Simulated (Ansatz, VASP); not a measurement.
# Al2SnSeS3 (1T-SnS2 under Al2SSe, AA): VASP beside Ansatz, part 2 of 2

Aim: how closely do two programs agree when they are given the same cell, functional and k mesh? Of the first pair: The structure shown is the start of the Ansatz relaxation below; VASP solves that cell, so the two are compared at the walk's first step.

VASP 6.6.1 and Ansatz 0.2.0.

So far: The starting structure; Ansatz: relaxation, PBE with D3(BJ).

**3. VASP: single point, PBE with D3(BJ), start cell, pair 1**

Level of this step: PBE with D3(BJ); plane waves and PAW (S, Sn_d, Se, Al) (VASP).

The same cell, functional, mesh and smearing now go to VASP, with its own data sets.

Lines of VASP's logs that name or quote its potential files are left out, and so is its time.

INCAR reads:

```
SYSTEM = Al2SnSeS3
PREC = Accurate
ENCUT = 400
EDIFF = 1E-06
NELM = 120
ISMEAR = -1
SIGMA = 0.05
LREAL = .FALSE.
ALGO = Normal
GGA = PE
IVDW = 12
NBANDS = 29
LORBIT = 11
LWAVE = .FALSE.
LCHARG = .FALSE.
ISIF = 2
LDIPOL = .TRUE.
IDIPOL = 3
DIPOL = 0.5 0.5 0.496
LVHAR = .TRUE.
LASPH = .TRUE.
GGA_COMPAT = .FALSE.
EFERMI = MIDGAP
NELMDL = -8
KPAR = 2
```

POSCAR reads:

```
Al2SnSeS3
1.0
    3.6947000000      0.0000000000      0.0000000000
   -1.8473500000      3.1997040000      0.0000000000
    0.0000000000      0.0000000000     49.6160420000
S Sn Se Al
3 1 1 2
Direct
    0.6666666667      0.3333333333      0.4061186501
    0.3333333333      0.6666666667      0.4427029266
    0.3333333333      0.6666666667      0.5938813499
    0.0000000000      0.0000000000      0.4244107783
    0.3333333333      0.6666666667      0.5041749803
    0.0000000000      0.0000000000      0.5281614966
    0.0000000000      0.0000000000      0.5769360442
```

KPOINTS reads:

```
Automatic mesh
0
Gamma
12 12 1
0 0 0
```

Potentials, in the order of the species: S, Sn_d, Se and Al (PBE family, release 64).

The run is started by

```console
$ mpirun -np 2 vasp_std
```

Numbers of over 12 decimals in the logs are rounded to 6 here.

Log:

```text
[banner, memory and clock lines left out]
running    2 mpi-ranks, on    1 nodes
 distrk:  each k-point on    1 cores,    2 groups
 distr:  one band on    1 cores,    1 groups

 POSCAR found type information on POSCAR S SnSeAl
 POSCAR found :  4 types and       7 ions
 LDA part: xc-table for (Slater+PW92), standard interpolation
 POSCAR, INCAR and KPOINTS ok, starting setup
 FFT: planning ... GRIDC
 FFT: planning ... GRID_SOFT
 FFT: planning ... GRID
 WAVECAR not read
 entering main loop
       N       E                     dE             d eps       ncg     rms          rms(c)
DAV:   1     0.330782058500E+03    0.33078E+03   -0.14691E+04  1286   0.931E+02
DAV:   2     0.216728152528E+02   -0.30911E+03   -0.30090E+03  1523   0.222E+02
DAV:   3    -0.265040448202E+02   -0.48177E+02   -0.47652E+02  1418   0.102E+02
DAV:   4    -0.286296676819E+02   -0.21256E+01   -0.21198E+01  1529   0.252E+01
DAV:   5    -0.286734158205E+02   -0.43748E-01   -0.43723E-01  1615   0.333E+00
DAV:   6    -0.286749932370E+02   -0.15774E-02   -0.15773E-02  1678   0.585E-01
DAV:   7    -0.286750373638E+02   -0.44127E-04   -0.44126E-04  1695   0.851E-02
DAV:   8    -0.286750378666E+02   -0.50276E-06   -0.50320E-06  1534   0.105E-02    0.169E+01
DAV:   9    -0.274680158188E+02    0.12070E+01   -0.21079E+00  1613   0.122E+01    0.115E+01
DAV:  10    -0.273305950997E+02    0.13742E+00   -0.20218E+00  1572   0.820E+00    0.177E+00
DAV:  11    -0.272670406058E+02    0.63554E-01   -0.42919E-01  1541   0.501E+00    0.113E+00
DAV:  12    -0.272692042078E+02   -0.21636E-02   -0.21495E-02  1295   0.826E-01    0.504E-01
DAV:  13    -0.272692187929E+02   -0.14585E-04   -0.20880E-03  1688   0.471E-01    0.392E-01
DAV:  14    -0.272693112359E+02   -0.92443E-04   -0.10066E-03  1389   0.179E-01    0.176E-01
[...]
DAV:  21    -0.272695735879E+02   -0.23829E-04   -0.68556E-07  1016   0.356E-03    0.416E-03
DAV:  22    -0.272696094422E+02   -0.35854E-04   -0.11854E-06  1021   0.376E-03    0.156E-03
DAV:  23    -0.272696265174E+02   -0.17075E-04   -0.51367E-07   982   0.249E-03    0.186E-03
DAV:  24    -0.272696358876E+02   -0.93703E-05   -0.13519E-07   895   0.193E-03    0.125E-03
DAV:  25    -0.272696432307E+02   -0.73431E-05   -0.85864E-08   892   0.990E-04    0.441E-04
DAV:  26    -0.272696461576E+02   -0.29268E-05   -0.32573E-08   846   0.794E-04    0.271E-04
DAV:  27    -0.272696479129E+02   -0.17553E-05   -0.35246E-08   895   0.561E-04    0.379E-04
DAV:  28    -0.272696483112E+02   -0.39833E-06   -0.34838E-09   736   0.334E-04
   1 F= -.29213465E+02 E0= -.29213465E+02  d E =-.101314E-05
```

OUTCAR, selected parts (step 3):

```text
ion  position               nearest neighbor table
   1  0.667  0.333  0.406-   4 2.32   4 2.32   4 2.32
   2  0.333  0.667  0.443-   4 2.32   4 2.32   4 2.32
   3  0.333  0.667  0.594-   7 2.29   7 2.29   7 2.29
   4  0.000  0.000  0.424-   1 2.32   1 2.32   1 2.32   2 2.32   2 2.32   2 2.32
   5  0.333  0.667  0.504-   6 2.44   6 2.44   6 2.44
   6  0.000  0.000  0.528-   7 2.42   5 2.44   5 2.44   5 2.44
   7  0.000  0.000  0.577-   3 2.29   3 2.29   3 2.29   6 2.42

  LATTYP: Found a hexagonal cell.
 ALAT       =     3.6947000000
 C/A-ratio  =    13.4289771835

 Subroutine GETGRP returns: Found  6 space group operations
 (whereof  6 operations were pure point group operations)

The static configuration has the point symmetry C_3v.

 Found     19 irreducible k-points:

   k-points           NKPTS =     19   k-points in BZ     NKDIM =     19   number of bands    NBANDS=     29

   dimension x,y,z NGX =    24 NGY =   24 NGZ =  324
   dimension x,y,z NGXF=    48 NGYF=   48 NGZF=  648

   ENCUT  =  400.0 eV  29.40 Ry    5.42 a.u.   6.03  6.03 80.91*2*pi/ulx,y,z

   NELECT =      44.0000    total number of electrons

 k-points in reciprocal lattice and weights: Automatic mesh
   0.00000000  0.00000000  0.00000000       0.007
   0.08333333 -0.00000000  0.00000000       0.042
   0.16666667  0.00000000  0.00000000       0.042
   0.25000000 -0.00000000  0.00000000       0.042
   0.33333333  0.00000000  0.00000000       0.042
   0.41666667  0.00000000  0.00000000       0.042
   0.50000000 -0.00000000  0.00000000       0.021
   0.08333333  0.08333333  0.00000000       0.042
   0.16666667  0.08333333  0.00000000       0.083
[...]
0.33333333  0.25000000  0.00000000       0.083
   0.33333333  0.33333333  0.00000000       0.014

 dipolmoment           0.000000      0.000000     -0.011843 electrons x Angstroem

 average (electrostatic) potential at core
       1 -94.0051       2 -94.0273       3 -94.2632       4-109.9750       5 -60.2671
       6 -82.4416       7 -83.0228

 E-fermi :  -1.8951

 k-point     1 :       0.0000    0.0000    0.0000
  band No.  band energies     occupation
    ...
     18      -5.3291      2.00000
     19      -4.4697      2.00000
     20      -3.4798      2.00000
     21      -3.4798      2.00000
     22      -2.8841      2.00000
     23      -1.3912      0.00008
     24      -0.2539      0.00000
     25       0.5135      0.00000
     26       0.8914      0.00000
     27       1.4373      0.00000
    ...

 k-point     2 :       0.0833   -0.0000    0.0000
  band No.  band energies     occupation
    ...
     18      -4.8805      2.00000
     19      -4.1065      2.00000
     20      -3.8933      2.00000
     21      -3.5828      2.00000
     22      -2.7358      2.00000
     23      -0.9491      0.00000
     24       0.0753      0.00000
     25       0.5780      0.00000
     26       1.1913      0.00000
     27       1.3565      0.00000
    ...

 k-point     3 :       0.1667    0.0000    0.0000
  band No.  band energies     occupation
    ...
     18      -4.7917      2.00000
     19      -4.3214      2.00000
     20      -3.8270      2.00000
     21      -3.6084      2.00000
     22      -2.5571      2.00000
     23      -0.4097      0.00000
     24       0.2820      0.00000
     25       0.6397      0.00000
     26       1.0728      0.00000
     27       1.8026      0.00000
    ...

 Edisp (eV)   -1.94382

  Total      18.51812    18.51812    17.46413    -0.00000     0.00000    -0.00000
  in kB      50.58205    50.58204    47.70309    -0.00000     0.00000    -0.00000
  external pressure =       49.62 kB  Pullay stress =        0.00 kB

  energy-cutoff  :      400.00
  volume of cell :      586.56
      direct lattice vectors                 reciprocal lattice vectors
     3.694700000  0.000000000  0.000000000     0.270657970  0.156264454  0.000000000
    -1.847350000  3.199704000  0.000000000     0.000000000  0.312528909  0.000000000
     0.000000000  0.000000000 49.616042000     0.000000000  0.000000000  0.020154772

 POSITION                                       TOTAL-FORCE (eV/Angst)
 -----------------------------------------------------------------------------------
      1.84735      1.06657     20.15000        -0.000000     -0.000000     -6.083742
     -0.00000      2.13314     21.96517        -0.000000      0.000000      5.396615
     -0.00000      2.13314     29.46604         0.000000      0.000000      1.181452
      0.00000      0.00000     21.05758         0.000000     -0.000000     -0.066869
     -0.00000      2.13314     25.01517        -0.000000     -0.000000      0.535373
      0.00000      0.00000     26.20528         0.000000     -0.000000     -0.961509
      0.00000      0.00000     28.62528         0.000000      0.000000     -0.001320
 -----------------------------------------------------------------------------------
    total drift:                                0.000000      0.000000     -0.000141

  FREE ENERGIE OF THE ION-ELECTRON SYSTEM (eV)
  ---------------------------------------------------
  free  energy   TOTEN  =       -29.2134652680 eV

  energy  without entropy=      -29.2134642548  energy(sigma->0) =      -29.21346476

 vacuum level on the upper side and lower side of the slab         2.612         2.793

 total charge
# of ion       s       p       d       tot
------------------------------------------
    1        1.362   2.535   0.000   3.897
    2        1.364   2.539   0.000   3.903
    3        1.322   2.483   0.000   3.806
    4        1.027   1.415  10.383  12.825
    5        1.466   2.434   0.033   3.934
    6        0.426   0.375   0.000   0.800
    7        0.412   0.380   0.000   0.793
--------------------------------------------------
tot          7.380  12.161  10.416  29.957

[... 3 further parts left out ...]
```

**4. Side by side**

Known differences besides the potentials themselves: Ansatz cuts the interaction across the vacuum, VASP repeats the sheet with a dipole correction; the data sets hold 54 valence electrons in Ansatz (on its default PAW (the set named soft_2) files) and 44 in VASP; the cutoff is 420 eV in Ansatz and 400 eV in VASP. Total energies have different zeros and are not compared.

Forces (eV/Å; atoms numbered as in POSCAR):

```
atom        Ansatz x, y, z          VASP x, y, z
  S1  0.000, 0.000, -6.107  0.000, 0.000, -6.084
  S2   0.000, 0.000, 5.421   0.000, 0.000, 5.397
  S3   0.000, 0.000, 1.184   0.000, 0.000, 1.181
 Sn4  0.000, 0.000, -0.066  0.000, 0.000, -0.067
 Se5   0.000, 0.000, 0.541   0.000, 0.000, 0.535
 Al6  0.000, 0.000, -0.966  0.000, 0.000, -0.962
 Al7  0.000, 0.000, -0.007  0.000, 0.000, -0.001
```

The forces differ by 7.8 meV/Å r.m.s., which is 0.4 % of the r.m.s. force of 1.809 eV/Å (both taken over all components). With vacuum in the cell, a pressure given here is an average over mostly empty space and none of the material.

**5. Ansatz: relaxation, PBE with D3(BJ)**

This run makes the geometry at which the two programs are then compared.

The structure compared here is the end of the Ansatz relaxation.

input.yaml reads:

```yaml
crystal:
  lattice:
    - [3.6947, 0.0, 0.0]
    - [-1.84735, 3.1997040594, 0.0]
    - [0.0, 0.0, 49.6160418641]
  atoms:
    - { symbol: S, position: [0.6666666667, 0.3333333333, 0.4061186512] }
    - { symbol: Sn, position: [0.0, 0.0, 0.424410788] }
    - { symbol: S, position: [0.3333333333, 0.6666666667, 0.4427029247] }
    - { symbol: Se, position: [0.3333333333, 0.6666666667, 0.5041749786] }
    - { symbol: Al, position: [0.0, 0.0, 0.5281614931] }
    - { symbol: Al, position: [0.0, 0.0, 0.5769360408] }
    - { symbol: S, position: [0.3333333333, 0.6666666667, 0.5938813488] }
  periodic: [true, true, false]
kpoints:
  mp_grid: { grid: [12, 12, 1] }
hamiltonian:
  xc: pbe
  dispersion: d3bj
scf:
  occupations: { method: fermi_dirac, width: 0.05 }
  convergence: { dr2_threshold: 1.0e-09 }
relax:
  f_tol: 0.004
  max_steps: 90
  cell: {}
output:
  write_potential: true
  write_density: true
  volumetric_format: npy
```

The run is started by

```console
$ ansatz run input.yaml --threads 4 --pin off --max-ram 6144MiB --backend cpu --events-out ev --progress --plain --runs-dir out
```

Log:

```text
[...]
Crystal: 7 atoms, lattice volume = 586.558 Å³
Basis set: ecut = 420 eV, 11517 PW (Γ), exchange–correlation on 50×50×720 points (8 copies of the dense FFT grid, shifted against one another)
Bands: 34, of which v1, the nominal top of the filled ones, is band 27 counted from 1 (26 counted from 0)
Symmetry: 6 space group operations
[...]
- [3.648006, 0, 0]
    - [-1.824003, 3.159266, 0]
    - [0, 0, 49.6160418641]
  atoms:
    - { symbol: S, position: [0.666667, 0.333333, 0.378721] }
[...]
- { symbol: S, position: [0.333333, 0.666667, 0.438770] }
    - { symbol: Se, position: [0.333333, 0.666667, 0.513138] }
    - { symbol: Al, position: [1.466226032877966e-17, -1.3216940769962576e-17, 0.537594] }
[...]
- { symbol: S, position: [0.333333, 0.666667, 0.610049] }
[key lines of the parts left out:]
SCF converged after 3 iterations
Free energy (F): -15280.453287 eV
Fermi energy:    -5.551133 eV
P = ½ c Tr σ = 0.0005 N/m
```

**6. VASP: single point, PBE with D3(BJ), relaxed cell, pair 2**

The same cell, functional, mesh and smearing now go to VASP, with its own data sets.

INCAR, as its differences from that of step 3:

```diff
@@ -18,3 +18,3 @@
 IDIPOL = 3
-DIPOL = 0.5 0.5 0.496
+DIPOL = 0.5 0.5 0.497
 LVHAR = .TRUE.
```

POSCAR reads:

```
Al2SnSeS3
1.0
    3.6480057256      0.0000000000      0.0000000000
   -1.8240028628      3.1592656316      0.0000000000
    0.0000000000      0.0000000000     49.6160418641
S Sn Se Al
3 1 1 2
Direct
    0.6666666667      0.3333333333      0.3787208179
    0.3333333333      0.6666666667      0.4387697015
    0.3333333333      0.6666666667      0.6100488686
    0.0000000000      0.0000000000      0.4087446895
    0.3333333333      0.6666666667      0.5131380294
    0.0000000000      0.0000000000      0.5375941012
    0.0000000000      0.0000000000      0.5893700170
```

KPOINTS is that of step 3.

The run is started by

```console
$ mpirun -np 2 vasp_std
```

Log:

```text
[... set-up lines as in an earlier step ...]
 entering main loop
       N       E                     dE             d eps       ncg     rms          rms(c)
DAV:   1     0.307764753087E+03    0.30776E+03   -0.14554E+04  1278   0.931E+02
DAV:   2     0.148239799245E+02   -0.29294E+03   -0.28507E+03  1498   0.219E+02
DAV:   3    -0.303950130766E+02   -0.45219E+02   -0.44881E+02  1371   0.972E+01
DAV:   4    -0.323210214712E+02   -0.19260E+01   -0.19207E+01  1461   0.244E+01
[...]
DAV:  27    -0.314304556730E+02   -0.11405E-05   -0.92015E-09   777   0.517E-04    0.318E-04
DAV:  28    -0.314304569128E+02   -0.12398E-05   -0.10401E-08   825   0.396E-04    0.187E-04
DAV:  29    -0.314304571593E+02   -0.24653E-06   -0.16618E-09   746   0.191E-04
   1 F= -.33156066E+02 E0= -.33156047E+02  d E =-.382321E-04
```

OUTCAR, selected parts (step 6):

```text
 Edisp (eV)   -1.72561

  Total      -0.08886    -0.08886    -0.05795     0.00000    -0.00000     0.00000
  in kB      -0.24897    -0.24897    -0.16236     0.00000    -0.00000     0.00000
  external pressure =       -0.22 kB  Pullay stress =        0.00 kB

 POSITION                                       TOTAL-FORCE (eV/Angst)
 -----------------------------------------------------------------------------------
      1.82400      1.05309     18.79063        -0.000000      0.000000      0.004166
     -0.00000      2.10618     21.77002        -0.000000     -0.000000     -0.005132
     -0.00000      2.10618     30.26821         0.000000      0.000000     -0.010074
      0.00000      0.00000     20.28029         0.000000     -0.000000      0.000273
     -0.00000      2.10618     25.45988         0.000000     -0.000000     -0.004945
      0.00000      0.00000     26.67329        -0.000000     -0.000000      0.005374
      0.00000      0.00000     29.24221         0.000000      0.000000      0.010338
 -----------------------------------------------------------------------------------
    total drift:                                0.000000     -0.000001     -0.000345

  FREE ENERGIE OF THE ION-ELECTRON SYSTEM (eV)
  ---------------------------------------------------
  free  energy   TOTEN  =       -33.1560661721 eV

  energy  without entropy=      -33.1560279400  energy(sigma->0) =      -33.15604706

[... 1 part as in an earlier step ...]

[... 2 further parts left out ...]
[key lines of the parts left out:]
E-fermi :  -2.6908
```

**7. Differences**

What differs besides the data sets and the points named for the pairs above, as far as they apply: the data sets hold 54 valence electrons in Ansatz (on its default PAW (the set named soft_2) files) and 44 in VASP. Total energies have different zeros and are not compared.

Both answers:

```
              quantity  Ansatz   VASP  difference
gap on the k mesh (eV)   0.793  0.811      -0.018
```

At this near-relaxed geometry the largest component of a force difference is 10 meV/Å. A gap on the mesh is an upper bound, since the band edges may lie between its points. With vacuum in the cell, a pressure given here is an average over mostly empty space and none of the material.

**8. Summary of results**

| Property | Result |
| --- | --- |
| r.m.s. force difference (single point, PBE with D3(BJ), start cell, pair 1) | 0.43 % of the r.m.s. force |
| difference in gap on the k mesh (single point, PBE with D3(BJ), relaxed cell, pair 2) | -0.018 eV |

The difference in gap on the k mesh is -0.018 eV (single point, PBE with D3(BJ), relaxed cell, pair 2), within the 0.08 eV picked in this series as the mark of a large difference. The data sets hold unlike numbers of valence electrons (54 in Ansatz and 44 in VASP), so part of the differences comes from the potentials. Such differences can come from data sets, numerical settings and the points named under the comparisons, not from the functional's error against experiment.

[Lines on the potential files, build, host, timing and source positions are cut from VASP's logs without a mark.]

[Logs are printed without paths, hosts, clocks, repeated set-up lines and the standing remarks that a program may print on its own settings, such as how far it seeks lower states.]

[Hosts, paths, dates, database ids (printed as entryN), source tags and the programs' standing remarks are cut or masked in the printed files.]
